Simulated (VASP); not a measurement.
VASP ran on this input.

File POSCAR:
```
Zr
1
    1.5396592161    -2.6667679225    -0.0000000000
    1.5396592161     2.6667679225     0.0000000000
    0.0000000000     0.0000000000     5.0099896402
Zr
2
Direct
  0.3333330000   0.6666670000   0.2500000000
  0.6666670000   0.3333330000   0.7500000000
```

INCAR:
```
SYSTEM = Zr
PREC = Accurate
ENCUT = 500
EDIFF = 1E-6
NELM = 100
ALGO = Normal
LREAL = .FALSE.
LASPH = .TRUE.
ISMEAR = 1
SIGMA = 0.1
GGA = PS
LMAXMIX = 4
LWAVE = .FALSE.
LCHARG = .FALSE.
IBRION = 2
ISIF = 3
NSW = 40
EDIFFG = -0.02
PSTRESS = 200
```

### KPOINTS
```
K-points
0
gamma
 14 14 7
0 0 0
```

POTCAR, in this order: Zr_sv (PBE.64 set). Program: vasp_std.

Problem. Translate this PBEsol calculation to Quantum ESPRESSO's pw.x.

Solution. One equivalent input (not run):
```
&CONTROL
  calculation = 'vc-relax'
  pseudo_dir = './pseudo'
  outdir = './out'
  tprnfor = .true.
  tstress = .true.
  nstep = 40
  forc_conv_thr = 0.00078
/
&SYSTEM
  ibrav = 0
  nat = 2
  ntyp = 1
  ecutwfc = 66
  occupations = 'smearing'
  smearing = 'methfessel-paxton'
  degauss = 0.00735
  input_dft = 'pbesol'
/
&ELECTRONS
  conv_thr = 7.3e-08
  electron_maxstep = 100
/
&IONS
/
&CELL
  press = 200
/
ATOMIC_SPECIES
  Zr 91.224 Zr.upf
CELL_PARAMETERS angstrom
     1.5396592   -2.6667679   -0.0000000
     1.5396592    2.6667679    0.0000000
     0.0000000    0.0000000    5.0099896
ATOMIC_POSITIONS crystal
  Zr   0.3333330  0.6666670  0.2500000
  Zr   0.6666670  0.3333330  0.7500000
K_POINTS automatic
  14 14 7 0 0 0
```
Limits of the translation: the potentials are each code's own (VASP's PAW set, PseudoDojo norm-conserving files in pw.x), so ENCUT and ecutwfc are chosen apart and not converted; conv_thr bounds pw.x's estimated SCF error, while EDIFF bounds the energy change between steps; forc_conv_thr acts on force components and is met together with etot_conv_thr.

The compound is Zr in the hcp structure. This run relaxes it under an external pressure of 20 GPa. Symmetry was kept, so distortions that lower it aren't found.
